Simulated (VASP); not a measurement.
Consider the following.

```
CELL_PARAMETERS angstrom
      3.70353     0.00000     0.00000
     -1.85177     3.20735     0.00000
      0.00000     0.00000     7.08907
ATOMIC_POSITIONS crystal
  Hg 0.00000 0.00000 0.00000
  Hg 0.00000 0.00000 0.50000
  Te 0.33333 0.66667 0.25000
  Te 0.66667 0.33333 0.75000
```

Calculation: PBEsol GGA, VASP's PBE PAW potentials (set 64) (plane waves; VASP 6.6.1). Numerical set-up: 500 eV cut-off, 10×10×5 Γ-centred mesh, first-order Methfessel-Paxton smearing of 0.10 eV, potentials Hg Te.

Question: The ions, cell shape and volume at an external pressure of 30.0 GPa are relaxed. Predict the relaxed structure.

Answer: 
```
CELL_PARAMETERS angstrom
      3.65165     0.00000     0.00000
     -1.82583     3.16243     0.00000
      0.00000     0.00000     7.25046
ATOMIC_POSITIONS crystal
  Hg 0.00000 0.00000 0.00000
  Hg 0.00000 0.00000 0.50000
  Te 0.33333 0.66667 0.25000
  Te 0.66667 0.33333 0.75000
```
Space group P6_3/mmc (194), at a tolerance of 0.03 Å.

Question: How do energy and volume change from the first to the last step?

Answer: The energy (σ→0) changes by +18.6 meV/atom and the volume by -0.6 %, in 5 ionic steps.

| step | E(σ→0) (eV) | max force (eV/Å) | pressure (GPa) | volume (Å³) |
|---|---|---|---|---|
| 1 | -6.3246 | 0.000 | 29.79 | 84.21 |
| 2 | -6.2669 | 0.000 | 30.35 | 83.86 |
| 3 | -6.1193 | 0.000 | 31.69 | 83.05 |
| 4 | -6.1761 | 0.000 | 31.12 | 83.35 |
| 5 | -6.2500 | 0.000 | 30.12 | 83.73 |

The structure was generated: HgTe was put into the NiAs type type (P6_3/mmc), which need not be its known phase. This run relaxes it under an external pressure of 30 GPa. Symmetry was kept, so distortions that lower it aren't found.
